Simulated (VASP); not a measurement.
Data:

```cif
data_Ge8
_chemical_formula_sum 'Ge8'
_space_group_name_H-M_alt 'Fd-3m :1'
_space_group_IT_number 227
_space_group_name_Hall 'F 4d 2 3 -1d'
_cell_length_a 5.75939
_cell_length_b 5.75939
_cell_length_c 5.75939
_cell_angle_alpha 90.000
_cell_angle_beta 90.000
_cell_angle_gamma 90.000
loop_
_atom_site_label
_atom_site_type_symbol
_atom_site_symmetry_multiplicity
_atom_site_Wyckoff_symbol
_atom_site_fract_x
_atom_site_fract_y
_atom_site_fract_z
_atom_site_occupancy
Ge1 Ge 8 b 0.50000 0.50000 0.50000 1
```
(The calculation used a cell of 2 atoms; values per cell refer to that cell.)

Computed with PW91 GGA, VASP's PBE PAW potentials (set 64) (plane waves; VASP). Numerical set-up: 520 eV cut-off, 11×11×11 Γ-centred mesh, first-order Methfessel-Paxton smearing of 0.10 eV, potentials Ge_d.

Problem. Give the energy at these volumes per atom, relative to the lowest: 22.43, 23.15, 23.86, 24.58, 25.30 Å³.

Solution. 18.4, 4.4, 0.0, 3.6, 13.9 meV/atom. A third-order Birch-Murnaghan fit gives B0 = 59.3 GPa and B0′ = 4.8.

Measured: bulk modulus 77.3 GPa at 0 K (computed value off by -23.3 %), as given by Tanner et al., (2021), arXiv:2110.11888 [low-temperature value with the zero-point effect removed]; a 5.644 Å at 0 K (computed value off by +2.0 %), as given by Daniel Mejia-Rodriguez et al., Physical Review B (2018), arXiv:1807.09216 [static lattice: zero-point anharmonic expansion removed].

The compound is Ge in the diamond structure. It was relaxed first, which changed the volume by +5 %.
